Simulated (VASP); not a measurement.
Data:

```
CELL_PARAMETERS angstrom
      4.07713     0.00000     0.00000
      0.00000     4.07713     0.00000
      0.00000     0.00000     5.34395
ATOMIC_POSITIONS crystal
  Ca 0.50000 0.50000 0.50000
  Ba 0.00000 0.00000 0.00000
```

The numbers are results of PBE GGA, VASP's PBE PAW potentials (set 64) (plane waves; VASP), not measurements. Settings: 300 eV cut-off, 7×7×5 Γ-centred mesh, Gaussian smearing of 0.14 eV, potentials Ca_sv Ba_sv.

Problem. Give the energies of bands 9 to 13 at the high-symmetry points, in eV from the Fermi level.

Solution. 
| band | Γ | X | M | Z | R | A |
|---|---|---|---|---|---|---|
| 9 | -3.52 | -1.24 | -1.37 | -1.89 | -1.64 | -0.67 |
| 10 | -0.80 | -0.78 | -0.48 | -1.79 | -0.52 | -0.09 |
| 11 | -0.17 | 0.54 | 0.12 | 0.61 | 0.55 | -0.09 |
| 12 | 2.09 | 0.96 | 0.12 | 1.11 | 1.31 | 0.77 |
| 13 | 2.09 | 1.33 | 1.65 | 2.28 | 1.74 | 1.56 |

It has no gap at this level: it comes out as a metal or semimetal.

The structure was generated: BaCa was put into an ordered model structure, which need not be its known phase. The cell was not relaxed at this level.
